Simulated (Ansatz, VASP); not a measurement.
## CdBr: VASP beside Ansatz

```
Cd Br
1.0
     0.00000    3.07239    3.07239
     3.07239    0.00000    3.07239
     3.07239    3.07239    0.00000
Cd Br
1 1
Direct
  0.00000 0.00000 0.00000
  0.50000 0.50000 0.50000
```

The cell was built by a generator and needn't be a form met in nature.

Alike in both runs: task single point; functional HSE(alpha, omega); k mesh 4 × 4 × 4; occupations fermi-dirac, width 0.05 eV; no spin polarisation.

```csv
,VASP,Ansatz
version,VASP 6.6.1,Ansatz 0.2.0
potentials or method,"VASP PAW PBE potentials, release 64 (Cd, Br)",Ansatz PAW
plane-wave cutoff (eV),520,420
valence electrons in the cell,19,27
```

Ansatz gave:

- gap on the k mesh at the Fermi level (eV): none
- pressure (GPa): 0.6

**Question.** Estimate VASP's values.

**Answer.** gap on the k mesh at the Fermi level (eV): none; pressure (GPa): 0.7.

A gap of «none» marks a metal or a gap that the smearing closes. The two sets of potentials don't hold the same shells in valence.

Caveats: the k mesh is coarse (spacing up to 0.44 Å⁻¹), so the values aren't converged, least of all with exact exchange; an odd number of electrons without spin polarisation forces a metal; a magnetic or distorted state may lie lower; the PAW data sets were made with another functional, which shifts forces and pressure a little (VASP); the PAW data sets come from PBE, with cores solved anew for the run's functional, which leaves a small shift of forces and pressure (Ansatz); the thresholds are loose for stress (Ansatz).
